Q: I have the filled states of CoSi₂, sorted by atom and by orbital. Where do most of the electrons sit?

CoSi₂, calculated with VASP 6.6.1 using the PBE functional, PAW potentials and a 520 eV cutoff, without spin polarisation. The states are projected by atom and orbital with the tetrahedron method on a 21×21×21 k mesh at fixed charge density. Counts and band centres cover the window from −12 eV to the Fermi energy, which is the zero of energy.

```
projection name  projection electrons (e)  projection band centre (eV)
          Co1_d                     7.580                       -2.280
          Co1_p                     0.720                       -4.030
          Si2_p                     0.880                       -3.840
          Si3_p                     0.880                       -3.840
          Co1_s                     0.510                       -5.950
          Si2_s                     0.680                       -8.170
          Si3_s                     0.680                       -8.170
```

A: In the row Co1_d, the cobalt d states. The column "projection electrons" counts the electrons found with that orbital shape inside a sphere around the atom, and cobalt d holds 7.58 of them, nearly two thirds of everything counted. The d orbitals are compact, so the sphere catches almost all of their charge. For the same reason their band is expected to be narrower than that of the s and p electrons, although mixing with silicon p spreads it out. The table holds no band widths.

The column "projection band centre" gives the mean energy of the filled part of each orbital, measured from the Fermi energy, the level up to which states are filled. For cobalt d it is −2.28 eV, the shallowest value in the table. It should not be used as the d-band centre of adsorption models, which also averages over empty states.

Q: A cobalt atom brings nine valence electrons and a silicon atom four. Can I subtract and read off the charges?

A: Try it. The cobalt rows add up to 8.81 electrons, which would make cobalt slightly positive. Each silicon has only 1.56, which would give it a charge of about +2.4. Every atom in the crystal would then be positive, yet the crystal is neutral.

The subtraction fails because about 30% of the 17 valence electrons escape the count. Most of them are s and p electrons, which spread into the space between the atoms. Silicon has only such electrons and therefore looks depleted, while cobalt keeps its compact d shell inside the sphere. The low silicon numbers measure how diffuse the orbitals are, and they are no evidence that silicon has given electrons to cobalt.

Q: In a free cobalt atom the 4s electrons are the easiest to remove. Why does cobalt s lie almost 4 eV below cobalt d here?

A: Because in the crystal the s electrons no longer belong to one atom. Together with the p electrons they form a broad band that runs through all the atoms, much as in aluminium. Only its lower part is filled, and the table averages over that part alone. The filled d states stay close to the Fermi energy, so the filled s states end up deeper on average.

The same picture orders s and p. At the bottom of the band the electron wave has the same sign on every atom, and around each nucleus it looks like an s orbital. Higher up the wave changes sign from one side of an atom to the other, which is the shape of a p orbital. On cobalt, s lies 1.9 eV below p, about what this change of shape alone is expected to give. On silicon, s is centred at −8.17 eV and p at −3.84 eV, more than twice as far apart. The extra distance is expected from the atom itself: the 3s level of free silicon lies several eV below 3p, so the bottom of the band gathers on silicon s.

Q: Can the aluminium picture give a number?

A: Yes, for s and p taken together. Treat the $N$ electrons outside the d shell as free electrons in the cell volume $V$. Their band has the width

$$W=\frac{\hbar^2}{2m}\left(\frac{3\pi^2N}{V}\right)^{2/3},$$

where $m$ is the electron mass and $\hbar^2/2m$ is about 3.8 eV Å². The number of states below an energy $E$, counted from the band bottom, grows as $E^{3/2}$. The mean energy is then $\tfrac35W$ above the bottom, or $\tfrac25W$ below the Fermi energy.

Suppose first that the d shell is full, so that $N=17-10=7$. The cell has three atoms of 12.83 Å³ each, so $V=38.5$ Å³ and $3\pi^2N/V=5.38$ Å⁻³. Raised to the power 2/3 this is 3.07 Å⁻², which gives $W=11.7$ eV and a mean level of −4.7 eV.

If instead only the 7.58 projected electrons are counted as d, $N$ rises to 9.42 and the mean level falls to −5.7 eV. The weighted mean of the six s and p rows is −5.5 eV, inside this range. That mean covers only the s and p charge inside the spheres and the energy window. No constant was adjusted to the table, but the range is 1 eV wide, so this is a test of the scale only. The model has no atoms in it, and so it cannot describe the d band. Its plane waves, sorted by shape inside an empty sphere, are expected to put s below p, but not by the large distance found on silicon. The printed output below gives both limits.

Q: Does cobalt really have 0.72 electrons in its own 4p orbital?

A: I would not read the row that way. A sphere around cobalt sorts whatever charge is inside it by shape, wherever that charge came from. The tail of a silicon orbital that reaches into the sphere can count as cobalt p. The centre of cobalt p lies within 0.2 eV of silicon p, which fits this reading. How much of the 0.72 is tail remains a guess.

Q: Which digits can I trust, and would another setting change them?

A: The s rows are the weak ones. The same calculation also gives the charge in each sphere directly, without sorting it by energy. For p and d the two counts agree to about 0.01 electrons, but for s the table is about 5% lower on both elements.

The likely cause is the lower end of the energy window, at −12 eV. The free-electron estimate puts the band bottom between 11.7 and 14.3 eV below the Fermi energy, so the window may well cut off the deepest states, and those are the ones with s character. If the lost charge is placed exactly at −12 eV, silicon s moves to −8.4 eV and cobalt s to −6.3 eV, and any charge lying deeper would push them further down. A run with a lower window limit would settle the matter. Until then, the decimals of the s centres should not carry an argument.

The projection used the tetrahedron method on a 21×21×21 mesh at a fixed charge density. That mesh and the 520 eV cutoff are usual working values, not converged limits, and the table does not show how far the last digits would move with finer ones. Spin polarisation was left out, so the calculation assumes that there is no magnetic moment and does not test it. This is reasonable, because bulk CoSi₂ is known as a nonmagnetic metal.

Q: What should I expect if nickel replaces cobalt?

A: NiSi₂ has the same crystal structure and nearly the same cell size. The extra nuclear charge of nickel binds the d shell more tightly, and the extra electron is expected to go largely into d states. Theory therefore suggests a deeper d centre and a higher d count, while the broad s and p band changes little as long as the extra electron stays out of it.

To check this, use the same kind of projection and the same energy window for both silicides, with the window reaching below the bottom of the band. Then compare the centres and counts row by row, and leave the atomic charges to a method that assigns all the electrons.

Numerical output:

```
Sum of all projected electrons (e per cell): 11.93
Valence electrons not captured (e per cell): 5.07
Share of valence electrons not captured (percent): 29.82
Share of Co d in the projected electrons (percent): 63.54
Projected electrons on Co (e): 8.81
Projected electrons on each Si (e): 1.56
Naive charge of Co from 9 valence electrons (e): 0.19
Naive charge of each Si from 4 valence electrons (e): 2.44
Si s centre below Si p centre (eV): 4.33
Co s centre below Co d centre (eV): 3.67
Co p centre below Si p centre (eV): 0.19
Sphere charge against table:
    row  sphere charge (e)  sphere less table (e)  difference (percent)
  Co1_d              7.592                  0.012                0.1581
  Co1_p              0.717                 -0.003               -0.4184
  Si2_p              0.872                 -0.008               -0.9174
  Si3_p              0.872                 -0.008               -0.9174
  Co1_s              0.539                  0.029                  5.38
  Si2_s              0.717                  0.037                  5.16
  Si3_s              0.717                  0.037                  5.16
Si s centre with lost part at the floor (eV): -8.368
Co s centre with lost part at the floor (eV): -6.276
Free-electron band width with 7 electrons (eV): 11.7
Upper limit of electrons outside the d shell (e): 9.42
Free-electron band width with that upper limit (eV): 14.27
Free-electron mean level with 7 electrons (eV): -4.682
Free-electron mean level with the upper limit (eV): -5.707
Weighted mean centre of all s and p rows (eV): -5.473
```
